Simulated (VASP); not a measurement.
A run of VASP 6.6.1:

File INCAR:

```
PREC = Accurate
ENCUT = 520
EDIFF = 1E-6
ISMEAR = -1
SIGMA = 0.1
LREAL = Auto
LASPH = True
NELM = 80
ALGO = Fast
ISIF = 2
LWAVE = False
LCHARG = True
GGA = PE
IVDW = 12
LELF = True
LVHAR = True
NBANDS = 59
```

Contents of KPOINTS:

```
Automatic mesh
0
Gamma
  2 1 1
```

POSCAR

```
Al24Pd
1.0
    5.7275650000      0.0000000000      0.0000000000
    0.0000000000      8.5913470000      0.0000000000
    0.0000000000      0.0000000000     18.0750000000
Al Pd
24 1
Direct
    0.2500015277      0.1666676948      0.0553250346
    0.7500045831      0.1666676948      0.0553250346
    0.2500015277      0.5000030845      0.0553250346
    0.7500045831      0.5000030845      0.0553250346
    0.2500015277      0.8333384742      0.0553250346
    0.7500045831      0.8333384742      0.0553250346
    0.0271319487      0.0123147162      0.1683264177
    0.5085232555     -0.0111041959      0.1572669433
   -0.0091836583      0.3544729365      0.1593195021
    0.5056424502      0.3156082510      0.1557897649
    0.0409423551      0.6932091091      0.1555408022
    0.5802640389      0.6484198578      0.1779917012
    0.2556758413      0.1586479978      0.2745892116
    0.7749715630      0.2020637742      0.2643153527
    0.2977181403      0.4738372225      0.2747441217
    0.8219548796      0.5011670463      0.2859695712
    0.2853743257      0.7975466478      0.2700746888
    0.7791443659      0.8460838562      0.2684204703
    0.1247825210     -0.0183440385      0.3798284924
    0.5912983964      0.0243850004      0.3682434302
    0.0827402221      0.3268986807      0.3871922545
    0.5713248126      0.3192165326      0.4004702628
    0.0783055277      0.7012753646      0.3966749654
    0.5225606344      0.6637375955      0.3845421853
    0.8217279071      0.4940203207      0.4565421853
```

Potentials or basis: VASP PAW PBE potentials, release 64 (Al, Pd).

Launch:

```bash
$ cat potpaw_PBE.64/Al/POTCAR potpaw_PBE.64/Pd/POTCAR > POTCAR
$ mpirun -np 1 vasp_std > vasp.out
```

Hardware: 1 thread of Intel(R) Xeon(R) Platinum 8559C (Emerald Rapids), on a shared host.

Estimate the wall time of this run.

Wall time 2.8 min on 1 thread of Intel(R) Xeon(R) Platinum 8559C (Emerald Rapids), with other jobs on the host, peak memory 0.79 GiB. Counts: scf iterations 22, k points 2.
